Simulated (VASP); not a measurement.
An input for Quantum ESPRESSO's pw.x (written as the equivalent of a VASP run, and not itself run):

```
&CONTROL
  calculation = 'scf'
  pseudo_dir = './pseudo'
  outdir = './out'
  tprnfor = .true.
  tstress = .true.
/
&SYSTEM
  ibrav = 0
  nat = 3
  ntyp = 2
  ecutwfc = 84
  occupations = 'smearing'
  smearing = 'fermi-dirac'
  degauss = 0.000735
  input_dft = 'pbe'
/
&ELECTRONS
  conv_thr = 7.3e-08
  electron_maxstep = 100
/
ATOMIC_SPECIES
  Hf 178.490 Hf.upf
  O 15.999 O.upf
CELL_PARAMETERS angstrom
     0.0000000    2.5501600    2.5501600
     2.5501600    0.0000000    2.5501600
     2.5501600    2.5501600    0.0000000
ATOMIC_POSITIONS crystal
  Hf   0.0000000  0.0000000  0.0000000
  O    0.2500000  0.2500000  0.2500000
  O    0.7500000  0.7500000  0.7500000
K_POINTS automatic
  8 8 8 0 0 0
```

Translate this input to VASP (INCAR, KPOINTS, POSCAR, choice of POTCAR).

One answer among several that fit: 
File KPOINTS:
```
kpoints
0
G
 8 8 8
```

**INCAR**
```
# general
SYSTEM   =  HfO2
PREC     =  Accurate
ENCUT    =  400
LREAL    =  F
LASPH    =  T

# electronic loop
EDIFF    =  1E-6
NELM     =  100
ALGO     =  Normal
LMAXMIX  =  6

# smearing
ISMEAR   =  -1
SIGMA    =  0.01

# functional
GGA      =  PE

# ions
ISIF     =  2

# output
LWAVE    =  F
LCHARG   =  F
```

File POSCAR:
```
HfO2
1
    0.0000000000     2.5501600000     2.5501600000
    2.5501600000     0.0000000000     2.5501600000
    2.5501600000     2.5501600000     0.0000000000
Hf O
1 2
Direct
  0.0000000000   0.0000000000   0.0000000000
  0.2500000000   0.2500000000   0.2500000000
  0.7500000000   0.7500000000   0.7500000000
```

POTCAR, in this order: Hf_pv O (PBE.64 set). Program: vasp_std.

The two are equivalent in intent, not identical: the potentials are each code's own (VASP's PAW set, PseudoDojo norm-conserving files in pw.x), so ENCUT and ecutwfc are chosen apart and not converted; conv_thr bounds pw.x's estimated SCF error, while EDIFF bounds the energy change between steps.

The structure is a typed HfO2 crystal (Fm-3m). The cell was not relaxed at this level.
